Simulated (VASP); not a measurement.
FeAl (CsCl type) is relaxed at rising pressure, each step from the one before. Symmetry mostly holds the structure type, and other phases were not tried. The mesh follows the cell, and a change of mesh leaves a small step in the series.

```
CELL_PARAMETERS angstrom
      2.81352     0.00000     0.00000
      0.00000     2.81352     0.00000
      0.00000     0.00000     2.81352
ATOMIC_POSITIONS crystal
  Al 0.50000 0.50000 0.50000
  Fe 0.00000 0.00000 0.00000
```

Level of theory: LDA (Ceperley-Alder, Perdew-Zunger), VASP's LDA PAW potentials (set 64) (plane waves; VASP 6.6.1). Numerical set-up: 500 eV cut-off, 13×13×13 Γ-centred mesh, first-order Methfessel-Paxton smearing of 0.10 eV, potentials Al Fe.

```tsv
P (GPa)	V (Å³/atom)	H − H(0) (eV/atom)	space group	gap on the mesh (eV)	k-mesh
0	11.14	0.000	Pm-3m	0.00	13×13×13
5	?	?	Pm-3m	0.00	13×13×13
10	10.66	0.680	Pm-3m	0.00	13×13×13
20	?	?	Pm-3m	0.00	13×13×13
30	9.95	1.963	Pm-3m	0.00	13×13×13
45	9.53	2.871	Pm-3m	0.00	14×14×14
```

Question: What belongs in the gaps?

Answer: 
- 20, V (Å³/atom): 10.28
- 20, H − H(0) (eV/atom): 1.332
- 5, V (Å³/atom): 10.88
- 5, H − H(0) (eV/atom): 0.344

Pressures at which the relaxation failed are left out.

The compound is FeAl in the CsCl type structure. The run is not spin-polarised, so no magnetic state was tried. The electron count is odd and the run is not spin-polarised, which forces a metal.
